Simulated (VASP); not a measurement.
Computed with optB86b-vdW, VASP's PBE PAW potentials (set 64) (plane waves; VASP).

Input for VASP

INCAR:
```
PREC=Accurate
LUSE_VDW=.TRUE.
LMAXMIX=4   # l cut-off of mixed one-centre charges
EDIFFG=-0.01
NSW=30   # most ionic steps
LORBIT=10
NELM=100   # most electronic steps
PARAM2=1.0
EDIFF=1E-7   # SCF stop (eV)
PARAM1=0.1234
ISIF=4   # ions and shape, fixed volume
IBRION=2
ENCUT=520   # plane-wave cut-off (eV)
LASPH=.TRUE.
MAGMOM=2.1 2.1 -0.1 -0.1 -0.1 -0.1
GGA=MK
SYSTEM=CrO2
ISMEAR=1   # Methfessel-Paxton
ALGO=Normal
LREAL=.FALSE.
ISPIN=2   # spin-polarised
LCHARG=.FALSE.
AGGAC=0.0
SIGMA=0.1   # width (eV)
LWAVE=.FALSE.
```

KPOINTS:
```
Automatic mesh
0
Gamma
7 7 10
0 0 0
```

**POSCAR**
```
CrO2
1
    4.4134362783     0.0000000000     0.0000000000
    0.0000000000     4.4134362783     0.0000000000
    0.0000000000     0.0000000000     2.9108691144
Cr O
2 4
Direct
  0.0000000000   0.0000000000   0.0000000000
  0.5000000000   0.5000000000   0.5000000000
  0.3030861698   0.3030861698   0.0000000000
  0.8030861698   0.1969138302   0.5000000000
  0.1969138302   0.8030861698   0.5000000000
  0.6969138302   0.6969138302   0.0000000000
```

POTCAR, in this order: Cr_pv O (PBE.64 set). Program: vasp_std.

Task: What does the run give for the energy per atom (σ→0), cell moment, band gap (on the k-mesh)?

Result: 
```json
{
  "energy per atom (σ→0)": "-6.456 eV/atom",
  "cell_moment": "4.00 μB",
  "band gap (on the k-mesh)": "none (metal, semimetal or under 0.01 eV)"
}
```

File OSZICAR:
```
...
DAV:   2    -0.387351105695E+02    0.10770E-03   -0.24392E-04  8680   0.149E-01    0.759E-02
DAV:   3    -0.387350916000E+02    0.18970E-04   -0.11684E-04 10124   0.102E-01    0.544E-02
DAV:   4    -0.387350827294E+02    0.88706E-05   -0.54301E-05 10376   0.640E-02    0.399E-02
DAV:   5    -0.387350821347E+02    0.59475E-06   -0.63226E-06  9314   0.247E-02    0.244E-02
DAV:   6    -0.387350816136E+02    0.52103E-06   -0.19506E-06 10044   0.136E-02    0.207E-02
DAV:   7    -0.387350812790E+02    0.33465E-06   -0.96936E-07  9316   0.779E-03    0.295E-03
DAV:   8    -0.387350812091E+02    0.69847E-07   -0.51133E-08  4152   0.178E-03
   2 F= -.38735081E+02 E0= -.38734846E+02  d E =-.410646E-04  mag=     4.0000
```

The compound is CrO2 in the rutile structure. This run relaxes it. Symmetry was kept, so distortions that lower it aren't found.
